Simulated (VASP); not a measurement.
The input files of a VASP run:

POSCAR:
```
BaTiO3
1
    4.0918410000     0.0000000000     0.0000000000
    0.0000000000     4.0918410000     0.0000000000
    0.0000000000     0.0000000000     4.0918410000
Ba Ti O
1 1 3
Direct
  0.5000000000   0.5000000000   0.5000000000
  0.0000000000   0.0000000000   0.0000000000
  0.5000000000   0.0000000000   0.0000000000
  0.0000000000   0.5000000000   0.0000000000
  0.0000000000   0.0000000000   0.5000000000
```

**INCAR**
```
# general
SYSTEM  = BaTiO3
PREC    = Accurate
ENCUT   = 400
LREAL   = .FALSE.
LASPH   = .TRUE.

# electronic loop
EDIFF   = 1E-6
NELM    = 100   # most electronic steps
ALGO    = Normal   # blocked Davidson
LMAXMIX = 4   # l cut-off of mixed one-centre charges

# smearing
ISMEAR  = 0
SIGMA   = 0.01

# functional
GGA     = PE   # PBE

# ions
IBRION  = 2
NSW     = 50
ISIF    = 3   # ions, shape and volume
EDIFFG  = -0.01   # ionic stop

# output
LWAVE   = .FALSE.
LCHARG  = .FALSE.
```

KPOINTS:
```
Automatic mesh
0
Gamma
6 6 6
0 0 0
```

POTCAR, in this order: Ba_sv Ti_sv O (PBE.64 set). Program: vasp_std.

Task: Translate this PBE calculation to Ansatz.

Result: One equivalent input (not run):
Ansatz 0.2 input:
```yaml
crystal:
  lattice:
    - [4.0918410, 0.0000000, 0.0000000]
    - [0.0000000, 4.0918410, 0.0000000]
    - [0.0000000, 0.0000000, 4.0918410]
  atoms:
    - { symbol: Ba, position: [0.5000000, 0.5000000, 0.5000000] }
    - { symbol: Ti, position: [0.0000000, 0.0000000, 0.0000000] }
    - { symbol: O, position: [0.5000000, 0.0000000, 0.0000000] }
    - { symbol: O, position: [0.0000000, 0.5000000, 0.0000000] }
    - { symbol: O, position: [0.0000000, 0.0000000, 0.5000000] }
kpoints:
  mp_grid: { grid: [6, 6, 6] }
hamiltonian:
  xc: pbe
  pseudopotentials: { kind: paw }
scf:
  occupations: { method: gaussian, width: 0.01 }
  max_iter: 100
relax:
  max_steps: 50
  f_tol: 0.01
  cell: {}
output: { forces: true, stress: true, eigenvalues: true }
```
Limits of the translation: each code has its own PAW files, so the cut-off isn't converted (ENCUT is set for VASP's; basis.ecutwfc is left out, and Ansatz then takes the one that its files recommend); Ansatz stops its SCF on the density residual and VASP on the energy change (EDIFF).

The structure comes from a computed database's BaTiO3 entry; how it stands against other phases isn't given here. This run relaxes it. Symmetry was kept, so distortions that lower it aren't found. The run is one of a series of settings (EDIFFG = -0.01, IBRION = 2, ISIF = 3, NSW = 50 against the base run), some of them coarse on purpose.
